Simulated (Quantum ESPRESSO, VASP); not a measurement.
Given: the input of a run of Quantum ESPRESSO 7.5 on CsH5. The cell comes from a database or a generator and needn't be the stable form of this composition.

File pw.in:

```
&CONTROL
  calculation = 'scf'
  prefix = 'pwscf'
  outdir = './tmp'
  pseudo_dir = './pseudo'
  tprnfor = .true.
  tstress = .true.
  disk_io = 'nowf'
/
&SYSTEM
  ibrav = 0
  nat = 6
  ntyp = 2
  ecutwfc = 60
  ecutrho = 480
  nbnd = 13
  occupations = 'smearing'
  smearing = 'fd'
  degauss = 0.00367493
/
&ELECTRONS
  conv_thr = 1.2d-09
  electron_maxstep = 120
  mixing_beta = 0.5
/
ATOMIC_SPECIES
Cs   132.9055 Cs_pbe_v1.uspp.F.UPF
H      1.0080 H.pbe-rrkjus_psl.1.0.0.UPF
CELL_PARAMETERS angstrom
   4.0863030900    0.0000000000    0.0000000000
   0.0000000000    4.0863030900    0.0000000000
   0.0000000000    0.0000000000    5.3777956700
ATOMIC_POSITIONS crystal
Cs     0.0000000000    0.0000000000    0.5000000000
H      0.1431421200    0.3950412100    0.0000000000
H      0.8568578800    0.6049587900    0.0000000000
H      0.6049587900    0.1431421200    0.0000000000
H      0.3950412100    0.8568578800    0.0000000000
H      0.5000000000    0.5000000000    0.5000000000
K_POINTS automatic
7 7 5 0 0 0
```

Potentials or basis: SSSP 1.3 efficiency PBE.

The run is started by

```sh
$ OMP_NUM_THREADS=1 pw.x -in pw.in > pw.out
```

Task: Set up the same calculation for VASP 6.6.1. Potentials or basis there: PBE PAW files Cs_sv, H, 520 eV.

Result: As run (cutoffs and basis follow the program's own potentials, and thresholds, step limits or extra output files can differ):

Contents of INCAR:

```
PREC = Accurate
ENCUT = 520
EDIFF = 1E-7
ISMEAR = -1
SIGMA = 0.05
LREAL = F
LASPH = T
NELM = 80
ALGO = Normal
ISIF = 2
LWAVE = F
LCHARG = F
GGA = PE
NBANDS = 16
```

The input KPOINTS:

```
regular mesh
0
Gamma
  7 7 5
```

Contents of POSCAR:

```
CsH5
1.0
    4.0863030900      0.0000000000      0.0000000000
    0.0000000000      4.0863030900      0.0000000000
    0.0000000000      0.0000000000      5.3777956700
Cs H
1 5
Direct
    0.0000000000      0.0000000000      0.5000000000
    0.1431421200      0.3950412100      0.0000000000
    0.8568578800      0.6049587900      0.0000000000
    0.6049587900      0.1431421200      0.0000000000
    0.3950412100      0.8568578800      0.0000000000
    0.5000000000      0.5000000000      0.5000000000
```

Potentials or basis: VASP PAW PBE potentials, release 64 (Cs_sv, H).

Run with:

```console
$ cat potpaw_PBE.64/Cs_sv/POTCAR potpaw_PBE.64/H/POTCAR > POTCAR
$ mpirun -np 1 vasp_std > vasp.out
```

Both were run:

|  | Quantum ESPRESSO | VASP |
| --- | --- | --- |
| Pressure | -5.3 GPa | -5.3 GPa |
| Largest force | 3.139 eV/Å | 3.136 eV/Å |

Pressure is positive in compression.
